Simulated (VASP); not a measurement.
Data:

```
CELL_PARAMETERS angstrom
      0.00000     2.91938     2.91938
      2.91938     0.00000     2.91938
      2.91938     2.91938     0.00000
ATOMIC_POSITIONS crystal
  Ag 0.00000 0.00000 0.00000
  Br 0.50000 0.50000 0.50000
```

Method: PBE GGA, VASP's PBE PAW potentials (set 64) (plane waves; VASP 6.6.1). Numerical set-up: 520 eV cut-off, 8×8×8 Γ-centred mesh, Gaussian smearing of 0.050 eV, potentials Ag Br.

Q: Predict the energy per atom (σ→0), band gap (on the k-mesh) with the smallest direct gap where there is one.

A: 
```json
{
 "band gap (on the k-mesh)": "0.69 eV",
 "smallest direct gap (on the k-mesh)": "2.44 eV",
 "energy per atom (σ→0)": "-2.500 eV/atom"
}
```

The absolute energy has meaning only against runs of the same code, potentials and settings.

The compound is AgBr in the rock salt structure. It was relaxed first.
